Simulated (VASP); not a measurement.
# B2C (C2) in VASP: notebook

One crystal, B2C, is run at these levels: PBE, r2SCAN; tasks: relaxation of cell and atoms, single point.

All numbers are computed with VASP 6.6.1; they aren't measurements. Logs are shortened: lines on timing, memory, paths and dates and some standing lists are left out, and cuts for length are marked.

### Step 1. The crystal as given

It takes space group C2 (No. 5, monoclinic). Conventional cell: a = 12.053 Å, b = 3.885 Å, c = 3.869 Å, α = 90.00°, β = 94.29°, γ = 90.00°. B (site symmetry 1) is surrounded by 2 C at 1.53 to 1.57 Å. B (site symmetry 1) has 2 C at 1.58 to 1.64 Å as nearest neighbours. Around B (site symmetry 1) lie 2 C at 1.61 Å and 2 B at 1.82 Å. B (site symmetry 1) has 2 C at 1.56 Å as nearest neighbours. C (site symmetry 2) is surrounded by 4 B at 1.57 to 1.58 Å. Around C (site symmetry 2) lie 4 B at 1.53 to 1.64 Å. C (site symmetry 1) has 4 B at 1.56 to 1.61 Å as nearest neighbours.

The cell was built by a generator and needn't be a form met in nature.

### Step 2. Relaxation of cell and atoms, PBE

INCAR

```
ALGO = Normal
EDIFF = 1E-6
EDIFFG = -0.01
ENCUT = 520
GGA = PE
IBRION = 2
ISIF = 3
ISMEAR = 0
KPAR = 8
LASPH = True
LCHARG = False
LREAL = False
LWAVE = False
NELM = 120
NSW = 90
PREC = Accurate
SIGMA = 0.1
```

KPOINTS

```
k-points
0
Gamma
  6 6 6
```

POSCAR

```
B2C
1.0
    6.0264588800     -1.9425038700      0.0000000000
    6.0264588800      1.9425038700      0.0000000000
   -0.2891900200      0.0000000000      3.8581070200
B C
8 4
Direct
    0.3090124700      0.5883633900      0.6695007500
    0.6738297200      0.1940984700      0.2919875100
    0.8059015300      0.3261702800      0.7080124900
    0.4116366100      0.6909875300      0.3304992500
    0.3439604800      0.2912901400      0.4759459500
    0.7085562100      0.8963293500      0.0862596600
    0.7087098600      0.6560395200      0.5240540500
    0.1036706500      0.2914437900      0.9137403400
    0.0345354100      0.9654645900      0.5000000000
    0.5314129800      0.4685870200      0.0000000000
    0.4800768100      0.0164346000      0.7510867200
    0.9835654000      0.5199231900      0.2489132800
```

Potentials or basis: VASP PAW PBE potentials, release 64 (B, C).

Command:

```sh
$ cat potpaw_PBE.64/B/POTCAR potpaw_PBE.64/C/POTCAR > POTCAR
$ mpirun -np 8 vasp_std > vasp.out
```

OUTCAR:

```text
EDIFF = 1E-6
   EDIFFG = -0.01
   ENCUT = 520
   GGA = PE
   IBRION = 2
   ISIF = 3
   ISMEAR = 0
   LASPH = True
   LREAL = False
   NELM = 120
   NSW = 90
   PREC = Accurate

 ion  position               nearest neighbor table
   1  0.309  0.588  0.670-  10 1.53   9 1.57   5 1.82   4 1.87   3 2.04   2 2.07
   2  0.674  0.194  0.292-   9 1.58  10 1.64   5 1.82   6 1.84   4 2.04   1 2.07
   3  0.806  0.326  0.708-   9 1.58  10 1.64   7 1.82   8 1.84   1 2.04   4 2.07
   4  0.412  0.691  0.330-  10 1.53   9 1.57   7 1.82   1 1.87   2 2.04   3 2.07
   5  0.344  0.291  0.476-  11 1.61  12 1.61   1 1.82   2 1.82   6 2.11
   6  0.709  0.896  0.086-  12 1.56  11 1.56   2 1.84   5 2.11
   7  0.709  0.656  0.524-  12 1.61  11 1.61   4 1.82   3 1.82   8 2.11
   8  0.104  0.291  0.914-  11 1.56  12 1.56   3 1.84   7 2.11
   9  0.035  0.965  0.500-   1 1.57   4 1.57   3 1.58   2 1.58
  10  0.531  0.469  0.000-   1 1.53   4 1.53   3 1.64   2 1.64
  11  0.480  0.016  0.751-   8 1.56   6 1.56   5 1.61   7 1.61
  12  0.984  0.520  0.249-   6 1.56   8 1.56   7 1.61   5 1.61

  LATTYP: Found a base centered monoclinic cell.
 ALAT       =    12.0529177600
 B/A-ratio  =     0.3223292332
 C/A-ratio  =     0.3209953179
 COS(beta)  =    -0.0747467665

  Lattice vectors:

 A1 = (   6.0264588800,  -1.9425038700,   0.0000000000)
 A2 = (   6.0264588800,   1.9425038700,   0.0000000000)
 A3 = (  -0.2891900200,   0.0000000000,   3.8581070200)

Analysis of symmetry for initial positions (statically):
=====================================================================
 Subroutine PRICEL returns:
 Original cell was already a primitive cell.

 Routine SETGRP: Setting up the symmetry group for a
 base centered monoclinic supercell.

 Subroutine GETGRP returns: Found  2 space group operations
 (whereof  2 operations were pure point group operations)
 out of a pool of  4 trial point group operations.

The static configuration has the point symmetry C_2 .

Analysis of symmetry for dynamics (positions and initial velocities):
=====================================================================
 Subroutine PRICEL returns:
 Original cell was already a primitive cell.

 Routine SETGRP: Setting up the symmetry group for a
 base centered monoclinic supercell.

 Subroutine GETGRP returns: Found  2 space group operations
 (whereof  2 operations were pure point group operations)
 out of a pool of  4 trial point group operations.

The dynamic configuration has the point symmetry C_2 .

 Subroutine INISYM returns: Found  2 space group operations
 (whereof  2 operations are pure point group operations),
 and found     1 'primitive' translations

----------------------------------------------------------------------------------------

                                     Primitive cell

  volume of cell :      90.3292

  direct lattice vectors                    reciprocal lattice vectors
     6.026458880 -1.942503870  0.000000000     0.082967462 -0.257399745  0.006218947
     6.026458880  1.942503870  0.000000000     0.082967462  0.257399745  0.006218947
    -0.289190020  0.000000000  3.858107020     0.000000000  0.000000000  0.259194469

  length of vectors
     6.331787103  6.331787103  3.868930168     0.270512298  0.270512298  0.259194469

  position of ions in fractional coordinates (direct lattice)
     0.309012470  0.588363390  0.669500750
     0.673829720  0.194098470  0.291987510
     0.805901530  0.326170280  0.708012490
     0.411636610  0.690987530  0.330499250
     0.343960480  0.291290140  0.475945950
     0.708556210  0.896329350  0.086259660
     0.708709860  0.656039520  0.524054050
     0.103670650  0.291443790  0.913740340
     0.034535410  0.965464590  0.500000000
     0.531412980  0.468587020  0.000000000
     0.480076810  0.016434600  0.751086720
     0.983565400  0.519923190  0.248913280

  ion indices of the primitive-cell ions
   primitive index   ion index
                 1           1
                 2           2
                 3           3
                 4           4
                 5           5
                 6           6
                 7           7
                 8           8
                 9           9
                10          10
                11          11
                12          12

----------------------------------------------------------------------------------------

 KPOINTS: k-points

Automatic generation of k-mesh.
 Grid dimensions read from file:
 generate k-points for:    6    6    6

 Generating k-lattice:

  Cartesian coordinates                     Fractional coordinates (reciprocal lattice)
     0.013827910 -0.042899957  0.001036491     0.166666667 -0.000000000  0.000000000
     0.013827910  0.042899957  0.001036491    -0.000000000  0.166666667  0.000000000
     0.000000000  0.000000000  0.043199078     0.000000000  0.000000000  0.166666667

  Length of vectors
     0.045085383  0.045085383  0.043199078

  Shift w.r.t. Gamma in fractional coordinates (k-lattice)
     0.000000000  0.000000000  0.000000000

 Subroutine IBZKPT returns following result:
 ===========================================

 Found     68 irreducible k-points:

 Following reciprocal coordinates:
            Coordinates               Weight
  0.000000  0.000000  0.000000      1.000000
  0.166667  0.000000  0.000000      4.000000
  0.333333  0.000000  0.000000      4.000000
  0.500000  0.000000  0.000000      2.000000
  0.166667  0.166667  0.000000      2.000000
  0.333333  0.166667  0.000000      4.000000
[... 16 lines left out ...]
 -0.333333  0.166667  0.166667      4.000000
 -0.166667  0.166667  0.166667      4.000000
 [... further k-points ...]
   k-points           NKPTS =     68   k-points in BZ     NKDIM =     68   number of bands    NBANDS=     27
   number of dos      NEDOS =    301   number of ions     NIONS =     12
   total plane-waves  NPLWV =  69120
   dimension x,y,z NGX =    48 NGY =   48 NGZ =   30
   dimension x,y,z NGXF=    96 NGYF=   96 NGZF=   60
   ions per type =               8   4
   NGX,Y,Z   is equivalent  to a cutoff of  12.60, 12.60, 12.89 a.u.
   NGXF,Y,Z  is equivalent  to a cutoff of  25.21, 25.21, 25.78 a.u.
 SYSTEM =  unknown system
   PREC   = accura    normal or accurate (medium, high low for compatibility)
   ISTART =      0    job   : 0-new  1-cont  2-samecut
   ICHARG =      2    charge: 1-file 2-atom 10-const
   ISPIN  =      1    spin polarized calculation?
   LNONCOLLINEAR =      F non collinear calculations
   LSORBIT =      F    spin-orbit coupling
   LASPH  =      T    aspherical Exc in radial PAW
   ENCUT  =  520.0 eV  38.22 Ry    6.18 a.u.  11.77 11.77  7.19*2*pi/ulx,y,z
   NELM   =    120;   NELMIN=  2; NELMDL= -5     # of ELM steps
   EDIFF  = 0.1E-05   stopping-criterion for ELM
   LREAL  =      F    real-space projection
   EDIFFG = -.1E-01   stopping-criterion for IOM
   NSW    =     90    number of steps for IOM
   IBRION =      2    ionic relax: 0-MD 1-quasi-New 2-CG
   NFREE  =      1    steps in history (QN), initial steepest desc. (CG)
   ISIF   =      3    stress and relaxation
   ISYM   =      2    0-nonsym 1-usesym 2-fastsym
   POTIM  = 0.5000    time-step for ionic-motion
   TEBEG  =    0.0;   TEEND  =   0.0 temperature during run
   PSTRESS=    0.0 pullay stress
   NELECT =      40.0000    total number of electrons
   NUPDOWN=      -1.0000    fix difference up-down
   EMIN   =  10.00;   EMAX   =-10.00  energy-range for DOS
   EFERMI =   0.00;   METHOD = LEGACY
   ISMEAR =     0;   SIGMA  =   0.10  broadening in eV -4-tet -1-fermi 0-gaus
   EFERMI_NEDOS =   21; number of points for ismear=-14 and -15
   IALGO  =     38    algorithm
   IMIX   =      4    mixing-type and parameters
     AMIX     =   0.40;   BMIX     =  1.00
     AMIX_MAG =   1.60;   BMIX_MAG =  1.00
  volume/ion in A,a.u.               =       7.53        50.80
  Fermi-wavevector in a.u.,A,eV,Ry     =   1.247820  2.358038 21.185026  1.557055
  Thomas-Fermi vector in A             =   2.381935
   LORBIT       =      0    0 simple, 1 ext, 2 COOP (PROOUT), +10 PAW based schemes
   GGA     = PE    functional components
   LHFCALC =     F    Hartree Fock is set to
   AEXX    =    0.0000 exact exchange contribution
   IVDW    =     0    specifies the selected vdW correction
   LEPSILON=     F    determine dielectric tensor
   LRPA    =     F    only Hartree local field effects (RPA)
 conjugate gradient relaxation of ions
 non-spin polarized calculation
 Gauss-broadening in eV      SIGMA  =   0.10
  energy-cutoff  :      520.00
  volume of cell :       90.33
 maximum number of plane-waves:      2451
   NGX = 23   NGY = 23   NGZ = 15

--------------------------------------- Ionic step        1  -------------------------------------------

 number of electron      39.9999999 magnetization

 Free energy of the ion-electron system (eV)
  ---------------------------------------------------
  ext. energy  EPLUGINS =         0.00000000
  ---------------------------------------------------
  free energy    TOTEN  =       -87.28530944 eV

  energy without entropy =      -87.27277188  energy(sigma->0) =      -87.27904066

------------------------ aborting loop because EDIFF is reached ----------------------------------------

  FORCE on cell =-STRESS in cart. coord.  units (eV):
  Direction    XX          YY          ZZ          XY          YZ          ZX
  --------------------------------------------------------------------------------------
  -------------------------------------------------------------------------------------
  Total        0.0010493     -0.0071717      0.0578517      0.0000000      0.0000000      0.0368943
  in kB        0.0186121     -0.1272050      1.0261212      0.0000000      0.0000000      0.6543967
  external PRESSURE =       0.3058428 kB  Pullay stress =       0.0000000 kB
[... 119 lines left out ...]
  FREE ENERGIE OF THE ION-ELECTRON SYSTEM (eV)
  ---------------------------------------------------
  free  energy   TOTEN  =       -87.2862788983 eV

  energy  without entropy=      -87.2738113380  energy(sigma->0) =      -87.28004512

[... ionic steps 4 to 7 ...]

--------------------------------------- Ionic step        8  -------------------------------------------

 number of electron      39.9999998 magnetization

------------------------ aborting loop because EDIFF is reached ----------------------------------------
[... 87 lines left out ...]
--------------------------------------- Ionic step       10  -------------------------------------------

 number of electron      39.9999998 magnetization

 Free energy of the ion-electron system (eV)
  ---------------------------------------------------
  ext. energy  EPLUGINS =         0.00000000
  ---------------------------------------------------
  free energy    TOTEN  =       -87.28706793 eV

  energy without entropy =      -87.27505952  energy(sigma->0) =      -87.28106373

 E-fermi :   5.1084     XC(G=0): -11.4537

 val. band max:        5.1050113389   @ k =  -0.3333   0.3333   0.3333
 cond. band min:       5.1086600675   @ k =  -0.1667   0.1667   0.1667
 fundamental gap:      0.0036487286
 Fermi energy:         5.1084125841

 k-point     1 :       0.0000    0.0000    0.0000
  band No.  band energies     occupation
      1     -10.9515      2.00000
      2      -9.3279      2.00000
      3      -5.4939      2.00000
      4      -5.3985      2.00000
      5      -5.3053      2.00000
      6      -2.5134      2.00000
[... 709 lines left out ...]
     26      12.1965      0.00000
     27      12.7100      0.00000

 [... further k-points ...]
[... 5 lines left out ...]
  --------------------------------------------------------------------------------------
  -------------------------------------------------------------------------------------
  Total       -0.0065792     -0.0178963     -0.0221937      0.0000000      0.0000000      0.0038770
  in kB       -0.1166724     -0.3173630     -0.3935705      0.0000000      0.0000000      0.0687522
  external PRESSURE =      -0.2758686 kB  Pullay stress =       0.0000000 kB
[... 27 lines left out ...]
  FREE ENERGIE OF THE ION-ELECTRON SYSTEM (eV)
  ---------------------------------------------------
  free  energy   TOTEN  =       -87.2870679291 eV

  energy  without entropy=      -87.2750595250  energy(sigma->0) =      -87.28106373

 reached required accuracy - stopping structural energy minimisation
```

Wall time 3.3 min (8 MPI ranks of Intel Xeon Platinum 8488C (Sapphire Rapids), shared host); peak memory 0.36 GiB.

What came out:

```
Free energy                            : -87.2871 eV
Relaxed volume                         : 7.53 Å³/atom
Relaxed cell                           : a = 6.338 Å, b = 6.338 Å, c = 3.869 Å, α = 94.00°, β = 94.00°, γ = 35.65°
Space group after relaxing (to 0.05 Å) : C2 (No. 5)
Energy gained by relaxing              : 0.1 meV/atom
Ionic steps                            : 10
Pressure after relaxing                : 0.0 GPa
Largest force after relaxing           : 0.006 eV/Å
Band gap on the k mesh                 : none (metal or under the smearing width)
```

Forces in eV/Å, atoms in the order of the input:
```
B   -0.001  0.002  0.002
B   -0.004  0.002 -0.003
B    0.004  0.002  0.003
B    0.001  0.002 -0.002
B    0.005  0.000  0.003
B   -0.004  0.001  0.001
B   -0.005  0.000 -0.003
B    0.004  0.001 -0.001
C    0.000  0.002  0.000
C    0.000 -0.003  0.000
C    0.001 -0.005  0.002
C   -0.001 -0.005 -0.002
```

The path:
```csv
step,energy change (eV),largest force (eV/Å),pressure (GPa),volume (Å³)
1,0.0000,0.1272,0.03,90.33
2,-0.0004,0.1386,-0.14,90.35
3,-0.0010,0.0390,-0.07,90.34
4,-0.0014,0.0299,0.02,90.30
5,-0.0014,0.0487,0.05,90.29
6,-0.0016,0.0234,0.09,90.29
7,-0.0016,0.0238,0.10,90.29
8,-0.0017,0.0158,0.01,90.33
9,-0.0017,0.0117,-0.08,90.36
10,-0.0018,0.0059,-0.03,90.35
```

Final structure:
```
B C
1.0
     6.03368   -1.94028    0.00463
     6.03368    1.94028    0.00463
    -0.28657    0.00000    3.85847
B C
8 4
Direct
  0.30892 0.58804 0.66925
  0.67465 0.19279 0.29092
  0.80721 0.32535 0.70908
  0.41196 0.69108 0.33075
  0.34399 0.29154 0.47453
  0.70830 0.89657 0.08442
  0.70846 0.65601 0.52547
  0.10343 0.29170 0.91558
  0.03363 0.96637 0.50000
  0.53117 0.46883 0.00000
  0.47989 0.01674 0.74962
  0.98326 0.52011 0.25038
```

### Step 3. Relaxation of cell and atoms, PBE

INCAR

```
ALGO = Normal
EDIFF = 1E-7
EDIFFG = -0.005
ENCUT = 520
GGA = PE
IBRION = 2
ISIF = 3
ISMEAR = 0
KPAR = 8
LASPH = True
LCHARG = False
LREAL = False
LWAVE = False
NELM = 120
NSW = 60
POTIM = 0.3
PREC = Accurate
SIGMA = 0.1
```

KPOINTS is that of step 2.

POSCAR

```
B2C                                     
1.0
    6.0336806547     -1.9402840389      0.0046289313
    6.0336806547      1.9402840389      0.0046289313
   -0.2865700279      0.0000000000      3.8584660978
  B               C             
     8     4
Direct
     0.3089198408307318    0.5880424183460097    0.6692483537366808
     0.6746483557596863    0.1927865190266538    0.2909217635989553
     0.8072134809733460    0.3253516442403137    0.7090782364010447
     0.4119575816539903    0.6910801591692681    0.3307516462633193
     0.3439893983862670    0.2915445918953332    0.4745289195359098
     0.7082966465365282    0.8965728894042508    0.0844172231546992
     0.7084554081046667    0.6560106016137329    0.5254710804640902
     0.1034271105957493    0.2917033534634718    0.9155827768453009
     0.0336281187045266    0.9663718812954735    0.5000000000000000
     0.5311748551821195    0.4688251448178805    0.0000000000000000
     0.4798926053584937    0.0167352720861109    0.7496184515480121
     0.9832647279138890    0.5201073946415063    0.2503815484519879
```

Potentials or basis: VASP PAW PBE potentials, release 64 (B, C).

Command:

```sh
$ cat potpaw_PBE.64/B/POTCAR potpaw_PBE.64/C/POTCAR > POTCAR
$ mpirun -np 8 vasp_std > vasp.out
```

It took 73 s on 8 MPI ranks of Intel Xeon Platinum 8488C (Sapphire Rapids), shared host; peak memory 0.35 GiB.

Results (log left out):

```yaml
Free_energy: -87.2871 eV
Relaxed_volume: 7.53 Å³/atom
Relaxed_cell: a = 6.338 Å, b = 6.338 Å, c = 3.869 Å, α = 94.00°, β = 94.00°, γ = 35.65°
Space_group_after_relaxing_to_0.05_Å: C2 (No. 5)
Energy_gained_by_relaxing: 0.0 meV/atom
Ionic_steps: 2
Pressure_after_relaxing: 0.0 GPa
Largest_force_after_relaxing: 0.005 eV/Å
Band_gap_on_the_k_mesh: none (metal or under the smearing width)
```

Forces on the atoms (eV/Å):
```
B   -0.001  0.003  0.001
B   -0.003  0.000 -0.001
B    0.003  0.000  0.001
B    0.001  0.003 -0.001
B    0.002 -0.001  0.003
B   -0.003 -0.001  0.003
B   -0.002 -0.001 -0.003
B    0.003 -0.001 -0.003
C    0.000  0.003  0.000
C    0.000 -0.001  0.000
C    0.000 -0.002 -0.001
C    0.000 -0.002  0.001
```

Final structure:
```xyz
12
Lattice="6.0336 -1.9402 0.0047 6.0336 1.9402 0.0047 -0.2865 0.0000 3.8583" Properties=species:S:1:pos:R:3 pbc="T T T"
B     5.2201    0.5416    2.5864
B     5.1502   -0.9349    1.1264
B     6.6304   -0.9349    2.7412
B     6.5605    0.5416    1.2812
B     3.6987   -0.1017    1.8339
B     9.6588    0.3653    0.3332
B     8.0819   -0.1017    2.0337
B     2.1218    0.3653    3.5344
C     5.8903    1.8098    1.9338
C     6.0336   -0.1211    0.0047
C     2.7817   -0.8988    2.8946
C     8.9989   -0.8988    0.9730
```

Levels at points of the mesh, in eV from the Fermi level:
```
           k point  band 17  band 18  band 19  band 20  band 21  band 22  band 23  band 24
(0.00, 0.00, 0.00)    -2.56    -2.26    -2.20    -1.33    -1.05     2.55     2.61     5.06
(0.50, 0.00, 0.00)    -1.68    -1.43    -1.33    -0.24     0.10     2.20     2.63     4.71
(0.50, 0.50, 0.00)    -2.14    -1.92    -1.59    -1.41     0.78     1.79     2.85     4.01
(0.00, 0.00, 0.50)    -1.83    -1.63    -1.11    -0.80     0.79     1.76     3.08     4.59
(0.50, 0.00, 0.50)    -1.63    -0.74    -0.20     0.67     0.99     2.69     4.48     6.16
(0.50, 0.50, 0.50)    -1.73    -1.48    -1.44    -0.79     0.90     1.94     3.17     4.18
```

(Continued in part 2 of 2.)
